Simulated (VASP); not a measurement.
Crystal: Al3Si2F.

```
Al Si F
1.0
    -1.78400    2.48000    5.66600
     1.78400   -2.48000    5.66600
     1.78400    2.48000   -5.66600
Al Si F
3 2 1
Cartesian
  0.0000 2.4800 3.7510
  1.7840 0.0000 1.9150
  0.0000 2.4800 0.0000
  0.0000 0.0000 7.4720
  0.0000 0.0000 3.8600
  0.0000 0.0000 0.0000
```

The cell was built by a generator and needn't be a form met in nature.

| Quantity | Value |
| --- | --- |
| Program | VASP 6.6.1 |
| Task | relaxation of cell and atoms |
| Functional | PBE |
| Potentials or basis | VASP PAW PBE potentials, release 64 (Al, Si, F) |
| Cutoff | 520 eV |
| k mesh | 10 × 10 × 10 |
| Occupations | gaussian, width 0.1 eV |
| Spin | no spin polarisation |

At the start: pressure 0.0 GPa; volume 16.71 Å³/atom.

Q: Where does the relaxation end?

A: Over 69 steps the energy falls by 171.7 meV/atom and the volume is 17.33 Å³/atom (+3.7 %); space group Immm (No. 71, to 0.05 Å).

The path:
| step | energy change (eV) | largest force (eV/Å) | pressure (GPa) | volume (Å³) |
| --- | --- | --- | --- | --- |
| 1 | 0.0000 | 0.0778 | 0.02 | 100.27 |
| 3 | -0.0077 | 0.0513 | -0.04 | 100.36 |
| 5 | -0.0098 | 0.1098 | -0.01 | 100.38 |
| 7 | -0.0116 | 0.1408 | 0.06 | 100.35 |
| 9 | -0.0146 | 0.0310 | -0.10 | 100.55 |
| 11 | -0.0149 | 0.0267 | 0.10 | 100.35 |
| 13 | -0.0151 | 0.0234 | -0.03 | 100.56 |
| 15 | -0.0156 | 0.0235 | -0.04 | 100.67 |
| 17 | -0.0166 | 0.0284 | -0.07 | 101.17 |
| 19 | -0.0171 | 0.0207 | -0.01 | 101.25 |
| 21 | -0.0179 | 0.0312 | 0.21 | 101.61 |
| 23 | -0.0184 | 0.0329 | 0.20 | 101.80 |
| 25 | -0.0235 | 0.0287 | 0.11 | 102.68 |
| 27 | -0.1139 | 0.3397 | -0.98 | 106.11 |
| 29 | -0.1376 | 0.5814 | -1.57 | 107.26 |
| 31 | -0.1470 | 0.7306 | -1.99 | 107.97 |
| 33 | -0.1478 | 0.7697 | -2.09 | 108.13 |
| 35 | -0.1479 | 0.7777 | -2.13 | 108.17 |
| 37 | -0.1480 | 0.7936 | -2.17 | 108.24 |
| 39 | -0.1482 | 0.7938 | -2.16 | 108.24 |
| 41 | -0.1495 | 0.7940 | -2.17 | 108.24 |
| 43 | -0.1543 | 0.7950 | -2.17 | 108.24 |
| 45 | -0.1737 | 0.8006 | -2.20 | 108.24 |
| 47 | -0.2498 | 0.8261 | -2.36 | 108.24 |
| 49 | -0.5136 | 0.9545 | -3.01 | 108.00 |
| 51 | -0.6701 | 1.1714 | -3.65 | 107.34 |
| 53 | -0.9382 | 0.5993 | 0.98 | 101.37 |
| 55 | -0.9452 | 0.4544 | 2.00 | 100.35 |
| 57 | -0.9919 | 0.2036 | -0.13 | 103.50 |
| 59 | -1.0209 | 0.0209 | -0.57 | 104.55 |
| 61 | -1.0266 | 0.0862 | 0.13 | 103.83 |
| 63 | -1.0299 | 0.0504 | 0.16 | 103.86 |
| 65 | -1.0302 | 0.0240 | 0.04 | 104.02 |
| 67 | -1.0303 | 0.0131 | -0.03 | 104.09 |
| 69 | -1.0303 | 0.0082 | 0.04 | 103.97 |

Final structure:
```
CELL_PARAMETERS angstrom
-2.02002 1.95688 6.57550
2.02002 -1.95688 6.57550
2.02002 1.95688 -6.57550
ATOMIC_POSITIONS crystal
Al 0.75005 0.25005 0.50000
Al 0.24995 0.74995 0.50000
Al 0.50000 0.00000 0.50000
Si 0.63110 0.63110 0.00000
Si 0.36890 0.36890 0.00000
F 0.00000 0.00000 0.00000
```
